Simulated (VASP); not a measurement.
Runs of VASP 6.6.1 on Ca. Symmetry: Fm-3m, No. 225, cubic system. Conventional cell: a = 5.588 Å, b = 5.588 Å, c = 5.588 Å, α = 90.00°, β = 90.00°, γ = 90.00°. Around Ca (site symmetry m-3m) lie 12 Ca at 3.95 Å. 

| task | level | potentials or basis | cell | k mesh | cutoff (eV) | gap on the mesh (eV) | pressure (GPa) | relaxed volume (Å³/atom) |
| --- | --- | --- | --- | --- | --- | --- | --- | --- |
| single point | LDA | VASP PAW LDA potentials, release 64 (Ca_sv) | as given | 6 × 6 × 6 | 520 | none | (b) | - |
| relaxation of cell and atoms | PBE | VASP PAW PBE potentials, release 64 (Ca_pv) | relaxed | 6 × 6 × 6 | 300 | none | 0.0 | 41.75 |
| relaxation of cell and atoms | r2SCAN | VASP PAW PBE potentials, release 64 (Ca_sv) | relaxed | 12 × 12 × 12 | 600 | none | 0.0 | (a) |
| single point | PBE | VASP PAW PBE potentials, release 64 (Ca_sv) | as given | 6 × 6 × 6 | 520 | none | -0.7 | - |
| single point | PBEsol | VASP PAW PBE potentials, release 64 (Ca_sv) | as given | 6 × 6 × 6 | 520 | none | -1.3 | - |
| relaxation of cell and atoms | LDA | VASP PAW LDA potentials, release 64 (Ca_sv) | relaxed | 12 × 12 × 12 | 600 | none | 0.0 | 37.95 |
| relaxation of cell and atoms | PBE+D3(BJ) | VASP PAW PBE potentials, release 64 (Ca_sv) | relaxed | 12 × 12 × 12 | 600 | none | 0.0 | 40.25 |
| relaxation of cell and atoms | PBE | VASP PAW PBE potentials, release 64 (Ca_sv) | relaxed | 12 × 12 × 12 | 600 | none | 0.0 | 42.24 |

Alike in all rows: no spin polarisation; smearing methfessel-paxton 0.1 eV.

Task: Fill in the values left out.

Result: (a) 43.44; (b) -2.2.

Caveats: the PAW data sets were made with another functional, which shifts forces and pressure a little (some runs); the volume moved by -13 % from the deposited cell, more than functionals usually miss (some runs); pairwise dispersion overbinds metals, which lowers pressure and volume (some runs).

A k mesh can miss the band edges.

A gap of «none» marks a metal or a gap under the smearing width.

Not every run made on this cell is shown here.
